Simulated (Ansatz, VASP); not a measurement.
**Cross-check of MgO between VASP and Ansatz**

Aim: how closely do two programs agree when they are given the same cell, functional and k mesh? Valence electrons are named where the data sets of a main pair hold unlike numbers.

Main program and level: Ansatz 0.2.0; plane waves, with VASP 6.6.1 beside it; band structure at PBE0 and band structure at PBE-EpsX with an exact-exchange share of 0.32.

### Step 1. The starting structure

The structure is cubic, space group Fm-3m (No. 225). Conventional cell: a = 4.212 Å, b = 4.212 Å, c = 4.212 Å, α = 90.00°, β = 90.00°, γ = 90.00°. Mg has 6 O at 2.11 Å nearest. Nearest to O lie 6 Mg at 2.11 Å. Farther neighbours and most contacts between anions are not listed.

Structure file:

```cif
data_structure
_symmetry_space_group_name_H-M 'Fm-3m'
_symmetry_Int_Tables_number 225
_cell_length_a 4.2121
_cell_length_b 4.2121
_cell_length_c 4.2121
_cell_angle_alpha 90.000
_cell_angle_beta 90.000
_cell_angle_gamma 90.000
_cell_volume 74.73
loop_
_atom_site_label
_atom_site_type_symbol
_atom_site_symmetry_multiplicity
_atom_site_Wyckoff_symbol
_atom_site_fract_x
_atom_site_fract_y
_atom_site_fract_z
_atom_site_occupancy
Mg1 Mg 4 a 0.00000 0.00000 0.00000 1
O1 O 4 b 0.50000 0.00000 0.00000 1
```

### Step 2. VASP: band structure, PBE0

Levels along a path test the potential and the projectors away from the mesh points.

Lines of VASP's logs that name or quote its potential files are left out, and so is its time.

The run reads the wave functions of an earlier VASP run, which isn't shown here.

INCAR

```
SYSTEM = MgO
PREC = Accurate
ENCUT = 520
EDIFF = 1E-06
NELM = 100
ISMEAR = 0
SIGMA = 0.02
LREAL = .FALSE.
ALGO = Normal
LHFCALC = .TRUE.
AEXX = 0.25
GGA = PE
LASPH = .TRUE.
NBANDS = 10
PRECFOCK = Fast
HFRCUT = -1
LORBIT = 11
LWAVE = .FALSE.
LCHARG = .FALSE.
KPAR = 4
```

POSCAR

```
MgO
1.0
    0.0000000000      2.1060700000      2.1060700000
    2.1060700000      0.0000000000      2.1060700000
    2.1060700000      2.1060700000      0.0000000000
Mg O
1 1
Direct
    0.0000000000      0.0000000000      0.0000000000
    0.5000000000      0.5000000000      0.5000000000
```

KPOINTS

```
Automatic mesh
0
Gamma
6 6 6
0 0 0
```

KPOINTS_OPT

```
Line mode
6
Line-mode
Reciprocal
  0.00000000   0.00000000   0.00000000 GAMMA
  0.50000000   0.00000000   0.50000000 X

  0.50000000   0.00000000   0.50000000 X
  0.50000000   0.25000000   0.75000000 W

  0.50000000   0.25000000   0.75000000 W
  0.37500000   0.37500000   0.75000000 K

  0.37500000   0.37500000   0.75000000 K
  0.00000000   0.00000000   0.00000000 GAMMA

  0.00000000   0.00000000   0.00000000 GAMMA
  0.50000000   0.50000000   0.50000000 L

  0.50000000   0.50000000   0.50000000 L
  0.62500000   0.25000000   0.62500000 U

  0.62500000   0.25000000   0.62500000 U
  0.50000000   0.25000000   0.75000000 W

  0.50000000   0.25000000   0.75000000 W
  0.50000000   0.50000000   0.50000000 L

  0.50000000   0.50000000   0.50000000 L
  0.37500000   0.37500000   0.75000000 K

  0.62500000   0.25000000   0.62500000 U
  0.50000000   0.00000000   0.50000000 X
```

The projector-augmented-wave data sets are Mg and O (PBE family, release 64).

Run with:

```
mpirun -np 4 vasp_std
```

Numbers of over 12 decimals in the logs are rounded to 6 here.

The log of the run:

```text
[banner, memory and clock lines left out]
running    4 mpi-ranks, on    1 nodes
 distrk:  each k-point on    1 cores,    4 groups
 distr:  one band on    1 cores,    1 groups

 POSCAR found type information on POSCAR MgO
 POSCAR found :  2 types and       2 ions
 LDA part: xc-table for (Slater+PW92), standard interpolation
 found WAVECAR, reading the header
 POSCAR, INCAR and KPOINTS ok, starting setup
 FFT: planning ... GRIDC
 FFT: planning ... GRID_SOFT
 FFT: planning ... GRID
 HFRCUT set to (new)   9.876533
 reading WAVECAR
 the WAVECAR file was read successfully
 initial charge from wavefunction
 entering main loop
       N       E                     dE             d eps       ncg     rms          rms(c)
DAV:   1    -0.147818063394E+02   -0.14782E+02   -0.32716E-01   320   0.399E+00    0.276E-01
DAV:   2    -0.147839313396E+02   -0.21250E-02   -0.35111E-03   336   0.475E-01    0.197E-01
DAV:   3    -0.147834421698E+02    0.48917E-03   -0.56979E-04   334   0.150E-01    0.127E-01
DAV:   4    -0.147833049099E+02    0.13726E-03   -0.85666E-05   324   0.704E-02    0.797E-02
DAV:   5    -0.147832519536E+02    0.52956E-04   -0.17605E-05   328   0.513E-02    0.456E-02
DAV:   6    -0.147832345319E+02    0.17422E-04   -0.75444E-06   324   0.329E-02    0.256E-02
DAV:   7    -0.147832287379E+02    0.57940E-05   -0.21731E-06   324   0.170E-02    0.149E-02
DAV:   8    -0.147832267871E+02    0.19509E-05   -0.87796E-07   162   0.987E-03    0.895E-03
DAV:   9    -0.147832261471E+02    0.63995E-06   -0.35121E-07   160   0.687E-03
   1 F= -.14783226E+02 E0= -.14783226E+02  d E =-.823467E-44
 Start KPOINTS_OPT (optional k-point list driver)
k-point batch [1-16\60]
       N       E                     dE             ncg
DAV:   1    -0.104973492118E+03   -0.53335E+04      376
DAV:   2    -0.557532471917E+03   -0.45256E+03      356
DAV:   3    -0.569860772617E+03   -0.12328E+02      368
DAV:   4    -0.569955933722E+03   -0.95161E-01      360
DAV:   5    -0.569956149285E+03   -0.21556E-03      368
DAV:   6    -0.569956150227E+03   -0.94217E-06      382
[...]
k-point batch [49-60\60]
       N       E                     dE             ncg
DAV:   1     0.122910665280E+04   -0.45364E+04      296
DAV:   2     0.925754736374E+03   -0.30335E+03      262
DAV:   3     0.917879009906E+03   -0.78757E+01      280
DAV:   4     0.917821222096E+03   -0.57788E-01      278
DAV:   5     0.917821085420E+03   -0.13668E-03      298
DAV:   6     0.917821084902E+03   -0.51746E-06      278
```

Parts of OUTCAR (step 2):

```text
ion  position               nearest neighbor table
   1  0.000  0.000  0.000-   2 2.11   2 2.11   2 2.11   2 2.11   2 2.11   2 2.11
   2  0.500  0.500  0.500-   1 2.11   1 2.11   1 2.11   1 2.11   1 2.11   1 2.11

  LATTYP: Found a face centered cubic cell.
 ALAT       =     4.2121400000

 Subroutine GETGRP returns: Found 48 space group operations
 (whereof 48 operations were pure point group operations)

The static configuration has the point symmetry O_h .

 Found     16 irreducible k-points:

   k-points           NKPTS =     16   k-points in BZ     NKDIM =    216   number of bands    NBANDS=     10

   dimension x,y,z NGX =    24 NGY =   24 NGZ =   24
   dimension x,y,z NGXF=    48 NGYF=   48 NGZF=   48

   ENCUT  =  520.0 eV  38.22 Ry    6.18 a.u.   5.54  5.54  5.54*2*pi/ulx,y,z

   NELECT =       8.0000    total number of electrons

 k-points in reciprocal lattice and weights: Automatic mesh
   0.00000000  0.00000000  0.00000000       0.005
   0.16666667  0.00000000  0.00000000       0.037
   0.33333333  0.00000000  0.00000000       0.037
   0.50000000  0.00000000  0.00000000       0.019
   0.16666667  0.16666667  0.00000000       0.028
   0.33333333  0.16666667  0.00000000       0.111
   0.50000000  0.16666667  0.00000000       0.111
  -0.33333333  0.16666667  0.00000000       0.111
  -0.16666667  0.16666667  0.00000000       0.056
[...]
-0.33333333  0.33333333  0.16666667       0.111
  -0.33333333  0.50000000  0.16666667       0.056

  exchange ACFDT corr.  =         0.00000000  see jH, gK, PRB 81, 115126

 average (electrostatic) potential at core
       1 -30.3683       2 -62.9868

 E-fermi :   1.7394

 k-point     1 :       0.0000    0.0000    0.0000
  band No.  band energies     occupation
      1     -17.3006      2.00000
      2       1.5467      2.00000
      3       1.5467      2.00000
      4       1.5468      2.00000
      5       8.7306      0.00000
      6      20.0811      0.00000
      7      20.0811      0.00000
      8      20.0811      0.00000
      9      23.9765      0.00000
    ...

 k-point     2 :       0.1667    0.0000    0.0000
  band No.  band energies     occupation
      1     -17.0025      2.00000
      2      -0.0302      2.00000
      3       1.3543      2.00000
      4       1.3543      2.00000
      5      10.2095      0.00000
      6      17.7164      0.00000
      7      20.6898      0.00000
      8      20.6898      0.00000
      9      24.6635      0.00000
    ...

 k-point     3 :       0.3333    0.0000    0.0000
  band No.  band energies     occupation
      1     -16.3340      2.00000
      2      -2.3829      2.00000
      3       0.9955      2.00000
      4       0.9955      2.00000
      5      11.7828      0.00000
      6      16.7343      0.00000
      7      20.9226      0.00000
      8      20.9226      0.00000
      9      25.4242      0.00000
    ...

  energy-cutoff  :      520.00
  volume of cell :       18.68
      direct lattice vectors                 reciprocal lattice vectors
     0.000000000  2.106070000  2.106070000    -0.237409013  0.237409013  0.237409013
     2.106070000  0.000000000  2.106070000     0.237409013 -0.237409013  0.237409013
     2.106070000  2.106070000  0.000000000     0.237409013  0.237409013 -0.237409013

 POSITION                                       TOTAL-FORCE (eV/Angst)
 -----------------------------------------------------------------------------------
      0.00000      0.00000      0.00000         0.000000     -0.000000      0.000000
      2.10607      2.10607      2.10607        -0.000000      0.000000     -0.000000
 -----------------------------------------------------------------------------------
    total drift:                               -0.000000     -0.000000     -0.000000

  FREE ENERGIE OF THE ION-ELECTRON SYSTEM (eV)
  ---------------------------------------------------
  free  energy   TOTEN  =       -14.7832261471 eV

  energy  without entropy=      -14.7832261471  energy(sigma->0) =      -14.78322615

 total charge
# of ion       s       p       d       tot
------------------------------------------
    1        0.144   0.177   0.078   0.399
    2        1.547   3.586   0.000   5.133
--------------------------------------------------
tot          1.690   3.763   0.078   5.531

[... 3 further parts left out ...]
```

### Step 3. Ansatz: band structure, PBE0

Ansatz runs on its default PAW (the set named soft_2) files.

The same cell, functional, mesh and smearing now go to Ansatz, which takes its cutoff from its data sets.

input.yaml

```yaml
crystal:
  lattice:
    - [0.0, 2.10607, 2.10607]
    - [2.10607, 0.0, 2.10607]
    - [2.10607, 2.10607, 0.0]
  atoms:
    - { symbol: Mg, position: [0.0, 0.0, 0.0] }
    - { symbol: O, position: [0.5, 0.5, 0.5] }
hamiltonian:
  xc: pbe0
  pseudopotentials: { kind: paw }
kpoints:
  mp_grid: { grid: [6, 6, 6] }
  band_path:
    path:
      - [0.0, 0.0, 0.0]
      - [0.5, 0.0, 0.5]
      - [0.5, 0.2, 0.7]
      - [0.4, 0.35, 0.75]
      - [0.15, 0.15, 0.3]
      - [0.2, 0.2, 0.2]
      - [0.55, 0.4, 0.55]
      - [0.6, 0.25, 0.65]
      - [0.5, 0.25, 0.75]
      - [0.5, 0.5, 0.5]
      - [0.375, 0.375, 0.75]
      - [0.5, 0.0, 0.5]
    npoints: 1
scf:
  occupations: { method: gaussian, width: 0.02 }
  n_extra_bands: 7
output:
  forces: true
  stress: true
  eigenvalues: true
```

Run with:

```
ansatz run input.yaml --threads 4 --pin off --max-ram 9216MiB --backend cpu --events-out ev --progress --plain --runs-dir out
```

The log of the run:

```text
Warning: output.stress: scf.convergence.dr2_threshold = 1e-7 eV (the SCF's general default) is looser than the 2e-10 eV advised for a printed stress (1e-10 eV for each atom of the cell: 2). What an SCF threshold leaves in a stress goes as its square root, and in the free energy as the threshold itself, and one threshold admits the most on a small cell: [figures from the program's tests cut] Set scf.convergence.dr2_threshold to 2e-10 eV or tighter. The threshold is an SCF's pass mark: one that does not reach it within its budget of iterations ends unconverged, or closes short of it on a stop that the run arms, and scf.convergence.dr2_threshold's page says what that costs each kind of run
Warning: output.stress: scf.exx.energy_threshold = 1e-6 eV is looser than the 2e-8 eV advised for a stress under a hybrid functional (1e-8 eV for each atom of the cell: 2). Every SCF of the exchange loop can meet its threshold on dr2 while the loop round them stops early: no threshold on dr2 bounds what that leaves in the stress. Set scf.exx.energy_threshold to 2e-8 eV or tighter. The threshold is the loop's pass mark: a loop that does not reach it within its budget of cycles ends unconverged, and scf.exx.energy_threshold's page has the law
scf.n_extra_bands = 7 over 8 filled bands (N_el = 16.0): the run solves 15 bands
Engine: ansatz 0.2.0, aarch64-unknown-linux-gnu
Pseudopotentials: kind: paw
Pseudopotential: Mg, paw, valence charge 10, recommended cutoff 420 eV (normal), Mg.paw.azcp
Pseudopotential: O, paw, valence charge 6, recommended cutoff 420 eV (normal), O.paw.azcp
Functional definition: PBE0
  parameter a = 0.25
  parameter kappa = 0.804
  parameter beta = 0.066725
  exchange = (1 - a)*pbe_x(kappa = kappa, mu = beta*pi^2/3) + a*exact_x
  correlation = pbe_c(beta = beta)
Crystal: 2 atoms, lattice volume = 18.683 Å³
Basis set: ecut = 420 eV, 339 PW (Γ), exchange–correlation on 40×40×40 points (8 copies of the dense FFT grid, shifted against one another)
Bands: 15, of which v1, the nominal top of the filled ones, is band 8 counted from 1 (7 counted from 0)
Symmetry: 48 space group operations
Space group: Fm-3m (ITA 225), of the structure as read, at distance tolerance 2.7e-5 Å
k-points: 16 of 216
Non-local potential: Mg, projectors of the file, l = 0: 3, l = 1: 2, l = 2: 1
Non-local potential: O, projectors of the file, l = 0: 2, l = 1: 2, l = 2: 1
PAW form: soft (Blöchl's): semilocal exchange-correlation on the pseudo side does not see the compensation charge
PAW frozen core: Mg, regenerated for the run's functional, and the local potential with it (the file was generated under x = pbe(κ = 0.804, μ = 0.219515), c = pbe(β = 0.066725))
PAW frozen core: O, regenerated for the run's functional, and the local potential with it (the file was generated under x = pbe(κ = 0.804, μ = 0.219515), c = pbe(β = 0.066725))
PAW one-centre angular grid: Mg, 110 points (default); XC on 64 Gauss nodes
PAW one-centre angular grid: O, 110 points (default); XC on 64 Gauss nodes
Initial density: superposition of atomic densities (neutral atoms: chi_scale 0, normalization atom), corrected by the library's trained network
Initial wavefunctions: pseudopotential atomic-orbital guess
Functional: x = pbe(κ = 0.804, μ = 0.219515), c = pbe(β = 0.066725), warm-up for x = 0.75 pbe(κ = 0.804, μ = 0.219515) + 0.25 exact, c = pbe(β = 0.066725)
SCF iter   1: F=—  HF=-2494.130937 eV  |F-HF|=—  |Δ(HF+E_count)|=         —  Δρ=6.23e-4  dr2=2.26e-5  ethr=1.77e-3  ⟨swp⟩=2.1  Hψ=1557  notcnv=0
preconditioner: auto → none  [insulator: Δε(μ)=4.740 eV  Ē_g=22.661 eV  σ=0.020 eV  W_gap=1.00  n_scr=8 (ndim 8)  ℏωp=24.3 eV  f_vac=0.000  D(μ)=0.00/eV (n_scr^D=0)]
SCF iter   2: F=-2494.131092 eV  HF=-2494.131053 eV  |F-HF|=3.93e-5  |Δ(HF+E_count)|=   1.15e-4  Δρ=2.92e-4  dr2=3.66e-6  ethr=1.42e-7  ⟨swp⟩=3.5  Hψ=447  notcnv=0  defer=5
SCF 1 stopped early in 2 iterations: F = -2494.131092 eV  dr2 = 3.66e-6
  greatest PAW one-centre occupation: 1.000 electrons in one spin orbital (limit 2), on the Mg atom at site 0 (counted from 0), in its partial waves of l = 0
Initial density: handed on by an earlier stage of this run
Initial wavefunctions: those handed on with the density
Functional: x = 0.75 pbe(κ = 0.804, μ = 0.219515) + 0.25 exact, c = pbe(β = 0.066725)
Frozen-core exchange: fock
SCF iter   1: F=—  HF=-2494.599372 eV  |F-HF|=—  |Δ(HF+E_count)|=         —  Δρ=7.38e-3  dr2=5.40e-3  ethr=2.29e-7  ⟨swp⟩=6.1  Hψ=1135  notcnv=0
preconditioner: auto → none  [insulator: Δε(μ)=7.180 eV  Ē_g=26.104 eV  σ=0.020 eV  W_gap=1.00  n_scr=8 (ndim 8)  ℏωp=24.3 eV  f_vac=0.000  D(μ)=0.00/eV (n_scr^D=0)]
SCF iter   2: F=—  HF=-2494.597246 eV  |F-HF|=—  |Δ(HF+E_count)|=   2.13e-3  Δρ=3.67e-3  dr2=1.30e-3  ethr=2.29e-7  ⟨swp⟩=3.8  Hψ=534  notcnv=0
SCF iter   3: F=—  HF=-2494.601071 eV  |F-HF|=—  |Δ(HF+E_count)|=   3.83e-3  Δρ=1.71e-3  dr2=6.19e-4  ethr=2.29e-7  ⟨swp⟩=3.9  Hψ=618  notcnv=0
SCF iter   4: F=—  HF=-2494.600908 eV  |F-HF|=—  |Δ(HF+E_count)|=   1.63e-4  Δρ=6.03e-4  dr2=5.56e-5  ethr=2.29e-7  ⟨swp⟩=3.9  Hψ=601  notcnv=0
iter 5 solved again at ethr=1.10e-8 eV; its pass at ethr=2.29e-7 eV (dr2=1.76e-6 eV) is discarded
SCF iter   5: F=-2494.600932 eV  HF=-2494.600936 eV  |F-HF|=3.59e-6  |Δ(HF+E_count)|=   2.75e-5  Δρ=1.12e-4  dr2=3.64e-6  ethr=1.10e-8  ⟨swp⟩=2.8  Hψ=791  notcnv=0
SCF 2 stopped early in 5 iterations: F = -2494.600932 eV  dr2 = 3.64e-6
hybrid outer 1: dexx = +4.337e-3 eV, tail = 5.15e-5 eV
Frozen-core exchange: fock
SCF iter   1: F=—  HF=-2494.600958 eV  |F-HF|=—  |Δ(HF+E_count)|=         —  Δρ=1.64e-4  dr2=7.03e-6  ethr=1.61e-6  ⟨swp⟩=2.1  Hψ=482  notcnv=0
preconditioner: auto → none  [insulator: Δε(μ)=7.225 eV  Ē_g=26.087 eV  σ=0.020 eV  W_gap=1.00  n_scr=8 (ndim 8)  ℏωp=24.3 eV  f_vac=0.000  D(μ)=0.00/eV (n_scr^D=0)]
SCF iter   2: F=—  HF=-2494.600956 eV  |F-HF|=—  |Δ(HF+E_count)|=   1.64e-6  Δρ=1.41e-5  dr2=5.84e-8  ethr=3.13e-8  ⟨swp⟩=3.0  Hψ=425  notcnv=0
SCF iter   3: F=—  HF=-2494.600956 eV  |F-HF|=—  |Δ(HF+E_count)|=   1.46e-7  Δρ=8.31e-6  dr2=1.38e-8  ethr=1.38e-10  ⟨swp⟩=4.1  Hψ=640  notcnv=0
SCF iter   4: F=-2494.600956 eV  HF=-2494.600956 eV  |F-HF|=6.91e-11  |Δ(HF+E_count)|=   4.30e-9  Δρ=8.63e-7  dr2=8.77e-11  ethr=5.70e-11  ⟨swp⟩=3.0  Hψ=441  notcnv=0
SCF 3 converged in 4 iterations: F = -2494.600956 eV  dr2 = 8.77e-11
  Residual-converged pass: ⟨swp⟩=2.8  Hψ=378  notcnv=0  max |occ|·‖R‖ = 2.4e-6 eV (tolerance 2.4e-6 eV)  dr2=8.92e-11  dr2_onsite=1.23e-11  max |Δocc| = 0.0e0
hybrid outer 2: dexx = +1.650e-7 eV, tail = 1.24e-8 eV, Δε = 4.98e-3 eV (about 1.89e-4 eV left of the loop's levels)
NSCF: frozen V_eff on 12 k-points
hybrid SCF converged: 2 outer / 9 inner (+2 warm-up), last move |dexx| = 1.65e-7 eV, tail = 1.24e-8 eV
Stability not checked: this state was not tested for a lower state beside it, because the functional holds exact exchange (a hybrid, or Hartree-Fock), whose exchange loop this test does not read (fock_operator; see scf.lower_state_search)
Free energy (F): -2494.600956 eV
Frozen-core exchange: fock
Harris-Foulkes:  -2494.600956 eV  (|F-HF|=6.91e-11)
Internal energy: -2494.600956 eV  (E = F + TS)
E sigma→0 (E₀):  -2494.600956 eV
Fermi energy:    10.100663 eV
--- Per-component energies (eV) ---
  E_band       = -346.618134
  E_kinetic    = 256.835864
  E_local      = -1602.938097  (includes V_loc(G=0)·N_el)
  E_nonlocal   = 141.225077
  E_hartree    = 555.351756
  E_xc         = -81.373274
  E_vxc        = -104.248288  (∫ρ·V_xc dr)
  E_exx        = -78.189748  (= α·E_x^exact, valence–valence)
  E_paw        = -396.112417  (= ΣΔE_a)
  E_vpaw       = 8.180689  (= ΣTr[D̂ρ^β])
  E_aug_tail   = 0.002501  (compensation charges beyond the density's cutoff)
  E_ewald      = -1289.342815
  E_core_change = -0.059803  (= ΣΔE_core)
  E_smearing   = -0.000000  (= −TS)
  E_closure    = -0.000000  (closes the sum)
  Σ components = -2494.600956   (vs F -2494.600956, Δ=0.00e0)
--- Forces (eV/Å), atoms counted from 1 ---
  atom   1  Mg    -0.00000000     0.00000000    -0.00000000
  atom   2  O      0.00000000    -0.00000000     0.00000000
  max |Σ_I F_I| component: 1.74e-29 eV/Å
--- Stress (GPa, compression-positive) ---
       -1.174095       0.000000      -0.000000
        0.000000      -1.174095       0.000000
        0.000000      -0.000000      -1.174095
  P = ⅓ Tr σ = -1.1741 GPa (-11.741 kbar)
--- Band table (eV; the first three rows and the last of 16) ---
  k-point 0: bands = [... 4 lower, -12.3491, 6.4890, 6.4890, 6.4890, 13.7123, 25.0555, 25.0555, 25.0555, ... 3 higher]
  k-point 1: bands = [... 4 lower, -12.0418, 4.9170, 6.2968, 6.2968, 15.1883, 22.6756, 25.6664, 25.6664, ... 3 higher]
  k-point 2: bands = [... 4 lower, -11.3550, 2.5725, 5.9390, 5.9390, 16.7570, 21.6971, 25.9290, 25.9290, ... 3 higher]
  k-point 15: bands = [... 4 lower, -10.6802, 2.6738, 4.0819, 4.6897, 19.6846, 20.7322, 21.9057, 26.0364, ... 3 higher]
```

It took 8.2 s on 4 threads of Arm Neoverse V1, shared host; peak memory 0.54 GiB.

### Step 4. Side by side

Known differences besides the potentials themselves: exact exchange at q = 0 is treated differently, which shows on coarse meshes; VASP keeps PBE cores, Ansatz makes them for the functional; the data sets hold 16 valence electrons in Ansatz (on its default PAW (the set named soft_2) files) and 8 in VASP; the cutoff is 420 eV in Ansatz and 520 eV in VASP; VASP takes a coarser grid for exact exchange (PRECFOCK = Fast). Total energies have different zeros and are not compared.

Compared:

```
                     quantity  Ansatz   VASP  difference
gap over the path points (eV)   7.223  7.184      +0.040
```

Levels at points of the path, from each program's valence-band top (eV; 3 filled, then empty):

```
k (reciprocal lattice)                         Ansatz                           VASP
     0.000 0.000 0.000      0.00 0.00 0.00 7.22 18.57      0.00 0.00 0.00 7.18 18.53
     0.500 0.000 0.500  -4.38 -1.47 -1.47 11.63 12.71  -4.41 -1.48 -1.48 11.61 12.62
     0.500 0.200 0.700  -3.58 -2.71 -1.86 13.71 14.71  -3.60 -2.73 -1.87 13.69 14.62
     0.400 0.350 0.750  -3.72 -2.90 -1.31 12.83 14.67  -3.75 -2.91 -1.32 12.80 14.60
     0.150 0.150 0.300   -2.47 -0.82 -0.29 9.93 15.14   -2.48 -0.82 -0.29 9.89 15.12
     0.200 0.200 0.200   -2.07 -0.26 -0.26 9.13 15.77   -2.08 -0.26 -0.26 9.09 15.75
     0.550 0.400 0.550  -4.62 -1.51 -0.86 11.47 15.41  -4.63 -1.51 -0.86 11.45 15.39
     0.600 0.250 0.650  -3.72 -2.90 -1.31 12.83 14.67  -3.75 -2.91 -1.32 12.80 14.60
     0.500 0.250 0.750  -3.17 -3.17 -1.91 14.45 14.45  -3.19 -3.19 -1.91 14.43 14.43
     0.500 0.500 0.500  -4.95 -0.72 -0.72 10.45 15.67  -4.96 -0.72 -0.72 10.42 15.64
```

Among the levels compared at these points, filled levels agree within 32 meV and empty ones within 84 meV.

(Continued in part 2 of 2.)

[Lines on the potential files, build, host, timing and source positions are cut from VASP's logs without a mark.]

[Logs are printed without paths, hosts, clocks, repeated set-up lines and the standing remarks that a program may print on its own settings, such as how far it seeks lower states.]

[Hosts, paths, dates, database ids (printed as entryN), source tags and the programs' standing remarks are cut or masked in the printed files.]
